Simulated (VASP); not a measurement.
Input:

```xyz
5
Lattice="10.0519 -2.1769 -0.0160 10.0519 2.1769 -0.0160 9.5864 0.0000 3.7257" Properties=species:S:1:pos:R:3 pbc="T T T"
Bi    11.8787     0.0000     1.4778
Bi    17.8115     0.0000     2.2159
Te     0.0000     0.0000     0.0000
Te     6.2042     0.0000     0.7719
Te    23.4860     0.0000     2.9218
```

Calculation: LDA (Ceperley-Alder, Perdew-Zunger), VASP's LDA PAW potentials (set 64) (plane waves; VASP). Run with 520 eV cut-off, 7×7×7 Γ-centred mesh, tetrahedra with Blöchl corrections, potentials Bi_d Te.

The cores are frozen, which limits the accuracy of field gradients.

### Question
Give the principal components of the electric field gradient (V/Å²) and the asymmetry η at each nucleus.

### Answer

```csv
atom,Vxx,Vyy,Vzz,η
Bi1,-12.4,-12.4,24.7,0.00
Bi2,-12.4,-12.4,24.7,0.00
Te3,-42.3,-42.3,84.7,0.00
Te4,-4.8,-4.8,9.6,0.00
Te5,-4.8,-4.8,9.6,0.00
```

The compound is Bi2Te3 in the tetradymite structure. It was relaxed first.
